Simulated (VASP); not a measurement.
An input for Quantum ESPRESSO's pw.x (written as the equivalent of a VASP run, and not itself run):

```
&CONTROL
  calculation = 'scf'
  pseudo_dir = './pseudo'
  outdir = './out'
  tprnfor = .true.
  tstress = .true.
/
&SYSTEM
  ibrav = 0
  nat = 3
  ntyp = 2
  ecutwfc = 84
  occupations = 'smearing'
  smearing = 'gaussian'
  degauss = 0.003675
  input_dft = 'pbesol'
/
&ELECTRONS
  conv_thr = 7.3e-09
  electron_maxstep = 100
/
ATOMIC_SPECIES
  Pb 207.200 Pb.upf
  F 18.998 F.upf
CELL_PARAMETERS angstrom
     0.0000000    3.0052604    3.0052604
     3.0052604    0.0000000    3.0052604
     3.0052604    3.0052604    0.0000000
ATOMIC_POSITIONS crystal
  Pb   0.0000000  0.0000000  1.0000000
  F    0.2500000  0.2500000  0.2500000
  F    0.7500000  0.7500000  0.7500000
K_POINTS automatic
  7 7 7 0 0 0
```

Q: Translate this input to VASP (INCAR, KPOINTS, POSCAR, choice of POTCAR).

A: This is not unique; one that fits is 
### KPOINTS
```
Automatic mesh
0
Gamma
7 7 7
0 0 0
```

INCAR:
```
SYSTEM = PbF2
PREC = Accurate; ENCUT = 520; LREAL = .FALSE.
LASPH = .TRUE.
EDIFF = 1E-7; NELM = 100; ALGO = Normal
LMAXMIX = 4
ISMEAR = 0; SIGMA = 0.05
GGA = PS
ISIF = 2
LWAVE = .FALSE.; LCHARG = .FALSE.
```

**POSCAR**
```
PbF2
6.0105210
  0.0000000000   0.4999999785   0.4999999785
  0.4999999785   0.0000000000   0.4999999785
  0.4999999785   0.4999999785   0.0000000000
Pb F
1 2
Direct
  0.0000000000   0.0000000000   1.0000000000
  0.2500000000   0.2500000000   0.2500000000
  0.7500000000   0.7500000000   0.7500000000
```

POTCAR, in this order: Pb_d F (PBE.64 set). Program: vasp_std.

What does not carry over: the potentials are each code's own (VASP's PAW set, PseudoDojo norm-conserving files in pw.x), so ENCUT and ecutwfc are chosen apart and not converted; conv_thr bounds pw.x's estimated SCF error, while EDIFF bounds the energy change between steps.

The compound is PbF2 in the fluorite structure, the β form. This cell is one point of a volume scan, at 1.06 of the reference volume.
